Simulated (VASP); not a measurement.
Data:

```
CELL_PARAMETERS angstrom
      0.00000     2.12439     2.12439
      2.12439     0.00000     2.12439
      2.12439     2.12439     0.00000
ATOMIC_POSITIONS crystal
  Ti 0.00000 0.00000 0.00000
  N  0.50000 0.50000 0.50000
```

Method: PBE GGA, VASP's PBE PAW potentials (set 64) (plane waves; VASP 6.6.1). Run with 600 eV cut-off, 14×14×14 Γ-centred mesh, first-order Methfessel-Paxton smearing of 0.10 eV, potentials Ti_sv N.

Problem. The ions, cell shape and volume at an external pressure of 5.0 GPa are relaxed. What does this cell relax into?

Solution. 
```
CELL_PARAMETERS angstrom
      0.00000     2.11203     2.11203
      2.11203     0.00000     2.11203
      2.11203     2.11203     0.00000
ATOMIC_POSITIONS crystal
  Ti 0.00000 0.00000 0.00000
  N  0.50000 0.50000 0.50000
```
Space group Fm-3m (225), at a tolerance of 0.03 Å.

Problem. How do energy and volume change from the first to the last step?

Solution. The energy (σ→0) changes by +2.5 meV/atom and the volume by -1.7 %, in 3 ionic steps.

The compound is TiN in the rock salt structure. This run relaxes it under an external pressure of 5 GPa. Symmetry was kept, so distortions that lower it aren't found. The electron count is odd and the run is not spin-polarised, which forces a metal.
